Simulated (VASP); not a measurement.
Here is a VASP 6.6.1 calculation.

The input INCAR:

```
  PREC = Accurate
  ENCUT = 520
  EDIFF = 1E-6
  ISMEAR = 0
  SIGMA = 0.1
  LREAL = F
  LASPH = T
  NELM = 120
  ALGO = Normal
  ISIF = 3
  LWAVE = F
  LCHARG = F
  ISPIN = 2
  MAGMOM = 1 1 0 0.6 0
  LORBIT = 11
  LMAXMIX = 4
  GGA = PE
  IBRION = 2
  NSW = 90
  EDIFFG = -0.01
  KPAR = 4
```

KPOINTS

```
Automatic mesh
0
Gamma
  12 12 4
```

Contents of POSCAR:

```
NiMoIrPdW
1.0
    2.7742795300      0.0000000000      0.0000000000
   -1.3871397700      2.4025965500      0.0000000000
    0.0000000000      0.0000000000     11.0010000000
Ni Mo Pd Ir W
1 1 1 1 1
Direct
    0.3333333300      0.6666666700      0.5964003300
    0.0000000000      0.0000000000      0.4123261500
    0.6666666700      0.3333333300      0.7947459300
    0.6666666700      0.3333333300      0.1996182200
    0.3333333300      0.6666666700      0.9968184700
```

Potentials or basis: VASP PAW PBE potentials, release 64 (Ni, Mo_sv, Pd, Ir, W_sv).

The run is started by

```sh
$ cat potpaw_PBE.64/Ni/POTCAR potpaw_PBE.64/Mo_sv/POTCAR potpaw_PBE.64/Pd/POTCAR potpaw_PBE.64/Ir/POTCAR potpaw_PBE.64/W_sv/POTCAR > POTCAR
$ mpirun -np 4 vasp_std > vasp.out
```

Task: Predict the space group after relaxing (to 0.05 Å).

Result: P3m1 (No. 156).

Task: Estimate the band gap on the k mesh.

Result: None (metal or under the smearing width).

The path:
```
step  energy change (eV)  largest force (eV/Å)  pressure (GPa)  volume (Å³)
   1              0.0000                0.2396           -0.79        73.33
   2             -0.0004                0.0697            2.14        72.56
   3             -0.0024                0.1519            0.72        72.92
   4             -0.0036                0.0689           -0.19        73.16
   5             -0.0039                0.0461            0.06        73.09
   6             -0.0040                0.0253           -0.07        73.14
   7             -0.0040                0.0268           -0.08        73.14
   8             -0.0040                0.0281           -0.11        73.13
   9             -0.0040                0.0023            0.17        73.07
  10             -0.0040                0.0129            0.08        73.10
  11             -0.0041                0.0117           -0.06        73.12
  12             -0.0041                0.0097           -0.12        73.12
  13             -0.0041                0.0088            0.04        73.12
```

The run has no spin-orbit coupling, so splittings on Ir, W are missing.
